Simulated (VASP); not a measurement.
A VASP calculation is set up with these files.

KPOINTS:
```
Automatic mesh
0
Gamma
11 11 11
0 0 0
```

### POSCAR
```
V
1
    2.4892560000     0.0000000000     0.0000000000
    0.0000000000     2.4892560000     0.0000000000
    0.0000000000     0.0000000000     2.4892560000
V
1
Direct
  0.0000000000   0.0000000000   0.0000000000
```

### INCAR
```
SYSTEM = V
PREC = Accurate
ENCUT = 400
EDIFF = 1E-6
NELM = 100
ALGO = Normal
LREAL = .FALSE.
LASPH = .TRUE.
ISMEAR = 1
SIGMA = 0.1
GGA = PE
LMAXMIX = 4
ISPIN = 2
MAGMOM = 2.0
LORBIT = 10
LWAVE = .FALSE.
LCHARG = .FALSE.
ISIF = 2
LEPSILON = .TRUE.
```

POTCAR, in this order: V_sv (PBE.64 set). Program: vasp_std.

The resulting files:

standard output:
```
...
 change of polarisation eV/A/(eV/A) component  2 :    -0.712     4.534     1.838
 dielectric tensor                  component  2 :    -8.352    54.189    21.564
 Linear response to external field (no local field effect), progress :
  Direction:   3
       N       E                     dE             d eps       ncg     rms          rms(c)
RMM:   1    -0.608689721783E+01   -0.60869E+01   -0.52698E+01  4444   0.116E+01
RMM:   2    -0.863080123914E+01   -0.25439E+01    0.58256E-01  3578   0.151E+00
RMM:   3    -0.869692734313E+01   -0.66126E-01   -0.15886E-03  3707   0.324E-01
RMM:   4    -0.869695711522E+01   -0.29772E-04   -0.63869E-05  3823   0.840E-02
RMM:   5    -0.869696347866E+01   -0.63634E-05   -0.21608E-05  3432   0.222E-02
RMM:   6    -0.869696203024E+01    0.14484E-05    0.24986E-06  2972   0.622E-03
RMM:   7    -0.869696253754E+01   -0.50730E-06   -0.16234E-06  1963   0.201E-03
 change of polarisation eV/A/(eV/A) component  3 :    -3.040     1.838    17.394
 dielectric tensor                  component  3 :   -35.662    21.564   205.059
 Linear response to external field, progress :
  Direction:   1
       N       E                     dE             d eps       ncg     rms          rms(c)
RMM:   1    -0.284797293493E+01   -0.28480E+01   -0.23583E+01 10278   0.115E+01
RMM:   2    -0.408246177458E+01   -0.12345E+01    0.38138E-01  8126   0.140E+00    0.951E-01
RMM:   3    -0.411224341699E+01   -0.29782E-01   -0.90192E-03  7596   0.151E+00    0.441E-01
RMM:   4    -0.411893242630E+01   -0.66890E-02   -0.62828E-03  7674   0.120E+00    0.107E-01
RMM:   5    -0.412239336082E+01   -0.34609E-02   -0.10552E-03  8401   0.411E-01    0.210E-02
RMM:   6    -0.412260071615E+01   -0.20736E-03   -0.10671E-04  8394   0.108E-01    0.111E-02
RMM:   7    -0.412270659846E+01   -0.10588E-03   -0.11832E-05  8026   0.328E-02    0.202E-03
RMM:   8    -0.412271964203E+01   -0.13044E-04   -0.93569E-07  7761   0.106E-02    0.673E-04
RMM:   9    -0.412272217423E+01   -0.25322E-05   -0.42931E-07  7124   0.338E-03    0.153E-04
RMM:  10    -0.412272216005E+01    0.14186E-07    0.21594E-07  3259   0.103E-03    0.628E-05
 change of polarisation eV/A/(eV/A) component  1 :     8.210    -0.344    -0.966
 dielectric tensor                  component  1 :    97.322    -4.041   -11.332
 Linear response to external field, progress :
  Direction:   2
       N       E                     dE             d eps       ncg     rms          rms(c)
RMM:   1    -0.284797549162E+01   -0.28480E+01   -0.23583E+01 10286   0.115E+01
RMM:   2    -0.408245528900E+01   -0.12345E+01    0.38137E-01  8142   0.140E+00    0.951E-01
RMM:   3    -0.411223501686E+01   -0.29780E-01   -0.90003E-03  7599   0.151E+00    0.441E-01
RMM:   4    -0.411892218546E+01   -0.66872E-02   -0.62555E-03  7667   0.120E+00    0.108E-01
RMM:   5    -0.412238489005E+01   -0.34627E-02   -0.10521E-03  8394   0.410E-01    0.209E-02
RMM:   6    -0.412259317151E+01   -0.20828E-03   -0.10658E-04  8399   0.108E-01    0.111E-02
RMM:   7    -0.412269923413E+01   -0.10606E-03   -0.11943E-05  8015   0.330E-02    0.201E-03
RMM:   8    -0.412271227833E+01   -0.13044E-04   -0.93247E-07  7750   0.106E-02    0.675E-04
RMM:   9    -0.412271504550E+01   -0.27672E-05   -0.42381E-07  7177   0.341E-03    0.121E-04
RMM:  10    -0.412271476722E+01    0.27829E-06    0.22767E-07  3402   0.107E-03    0.701E-05
 change of polarisation eV/A/(eV/A) component  2 :    -0.350     8.210    -0.961
 dielectric tensor                  component  2 :    -4.104    97.322   -11.269
 Linear response to external field, progress :
  Direction:   3
       N       E                     dE             d eps       ncg     rms          rms(c)
RMM:   1    -0.284805776900E+01   -0.28481E+01   -0.23584E+01 10274   0.115E+01
RMM:   2    -0.408245482376E+01   -0.12344E+01    0.38138E-01  8131   0.141E+00    0.951E-01
RMM:   3    -0.411223683781E+01   -0.29782E-01   -0.90151E-03  7601   0.151E+00    0.441E-01
RMM:   4    -0.411892497203E+01   -0.66881E-02   -0.62771E-03  7668   0.120E+00    0.107E-01
RMM:   5    -0.412238763725E+01   -0.34627E-02   -0.10543E-03  8381   0.411E-01    0.210E-02
RMM:   6    -0.412259311241E+01   -0.20548E-03   -0.10652E-04  8396   0.108E-01    0.111E-02
RMM:   7    -0.412269976485E+01   -0.10665E-03   -0.11795E-05  8015   0.328E-02    0.203E-03
RMM:   8    -0.412271292725E+01   -0.13162E-04   -0.92418E-07  7758   0.106E-02    0.671E-04
RMM:   9    -0.412271561172E+01   -0.26845E-05   -0.42380E-07  7151   0.339E-03    0.123E-04
RMM:  10    -0.412271536960E+01    0.24212E-06    0.22235E-07  3356   0.105E-03    0.691E-05
 change of polarisation eV/A/(eV/A) component  3 :    -0.281    -1.029     8.210
 dielectric tensor                  component  3 :    -3.297   -12.075    97.322
 Born effective charges drift removed
```

**OUTCAR**
```
------------------------ aborting loop because EDIFF is reached ----------------------------------------

 total charge

# of ion       s       p       d       tot
------------------------------------------
    1        2.344   6.152   3.158  11.654

 magnetization (x)

# of ion       s       p       d       tot
------------------------------------------
    1        0.000   0.000   0.000   0.000

 HEAD OF MICROSCOPIC STATIC DIELECTRIC TENSOR (INDEPENDENT PARTICLE, excluding Hartree and local field effects)
 ------------------------------------------------------
          97.787835    -0.000000     0.000000
           0.000000    97.787835    -0.000000
           0.000000    -0.000000    97.787835
 ------------------------------------------------------

 MACROSCOPIC STATIC DIELECTRIC TENSOR (including local field effects in DFT)
 ------------------------------------------------------
          97.321838     0.000000     0.000000
          -0.000000    97.321838     0.000000
          -0.000000     0.000000    97.321838
 ------------------------------------------------------

 PIEZOELECTRIC TENSOR (including local field effects)  for field in x, y, z        (e  Angst)
          XX          YY          ZZ          XY          YZ          ZX
  --------------------------------------------------------------------------------
  x     0.00000     0.00000     0.00000     0.00000     0.00000     0.00000
  y     0.00000     0.00000     0.00000     0.00000     0.00000     0.00000
  z     0.00000     0.00000     0.00000     0.00000     0.00000     0.00000

 PIEZOELECTRIC TENSOR (including local field effects)  for field in x, y, z        (C/m^2)
          XX          YY          ZZ          XY          YZ          ZX
  --------------------------------------------------------------------------------
  x     0.00000     0.00000     0.00000     0.00000     0.00000     0.00000
  y     0.00000     0.00000     0.00000     0.00000     0.00000     0.00000
  z     0.00000     0.00000     0.00000     0.00000     0.00000     0.00000

 BORN EFFECTIVE CHARGES (including local field effects) (in |e|, cummulative output)
 ---------------------------------------------------------------------------------
 ion    1
    1     0.00000     0.00000     0.00000
    2     0.00000     0.00000     0.00000
    3     0.00000     0.00000     0.00000
```
(Selected blocks of OUTCAR.)

Problem. The run ends quietly. Is anything wrong with it?

Solution. The cause: LEPSILON was set for a metal. The run ends without an error. Against the sound run, the energy per atom (σ→0) stays essentially unchanged; the pressure stays essentially unchanged. To mend it, drop LEPSILON, since a metal has no finite static dielectric tensor or Born charges. The plain static run on this cell (PBE GGA, plane waves, VASP's PBE PAW potentials (set 64)) converges, and its OSZICAR ends with
```
   1 F= -.81420271E+01 E0= -.81425966E+01  d E =0.170835E-02  mag=    -0.0000
```

The structure was generated: V was put into the simple-cubic type (Pm-3m), which need not be its known phase. The cell was not relaxed at this level.
